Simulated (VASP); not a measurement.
An input for Quantum ESPRESSO's pw.x (written as the equivalent of a VASP run, and not itself run):

```
&CONTROL
  calculation = 'vc-relax'
  pseudo_dir = './pseudo'
  outdir = './out'
  tprnfor = .true.
  tstress = .true.
  nstep = 40
  forc_conv_thr = 0.00078
/
&SYSTEM
  ibrav = 0
  nat = 2
  ntyp = 1
  ecutwfc = 82
  occupations = 'smearing'
  smearing = 'gaussian'
  degauss = 0.003675
  input_dft = 'pbesol'
/
&ELECTRONS
  conv_thr = 7.3e-08
  electron_maxstep = 100
/
&IONS
/
&CELL
  press = 200
/
ATOMIC_SPECIES
  C 12.011 C.upf
CELL_PARAMETERS angstrom
    -0.0000000    1.7532094    1.7532094
     1.7532094   -0.0000000    1.7532094
     1.7532094    1.7532094   -0.0000000
ATOMIC_POSITIONS crystal
  C    0.0000000  0.0000000  0.0000000
  C    0.2500000  0.2500000  0.2500000
K_POINTS automatic
  13 13 13 0 0 0
```

### Question
Translate this input to VASP (INCAR, KPOINTS, POSCAR, choice of POTCAR).

### Answer
This is not unique; one that fits is 
**INCAR**
```
ALGO = Normal
EDIFF = 1E-6
EDIFFG = -0.02
ENCUT = 620
GGA = PS
IBRION = 2
ISIF = 3
ISMEAR = 0
LASPH = .TRUE.
LCHARG = .FALSE.
LREAL = .FALSE.
LWAVE = .FALSE.
NELM = 100
NSW = 40
PREC = Accurate
PSTRESS = 200
SIGMA = 0.05
SYSTEM = C
```

**POSCAR**
```
C
1
   -0.0000000000     1.7532094202     1.7532094202
    1.7532094202    -0.0000000000     1.7532094202
    1.7532094202     1.7532094202    -0.0000000000
C
2
Direct
  0.0000000000   0.0000000000   0.0000000000
  0.2500000000   0.2500000000   0.2500000000
```

KPOINTS:
```
Automatic mesh
0
Gamma
13 13 13
0 0 0
```

POTCAR, in this order: C (PBE.64 set). Program: vasp_std.

Limits of the translation: the potentials are each code's own (VASP's PAW set, PseudoDojo norm-conserving files in pw.x), so ENCUT and ecutwfc are chosen apart and not converted; conv_thr bounds pw.x's estimated SCF error, while EDIFF bounds the energy change between steps; forc_conv_thr acts on force components and is met together with etot_conv_thr.

The compound is C in the diamond structure. It was relaxed first under an external pressure of 20 GPa.
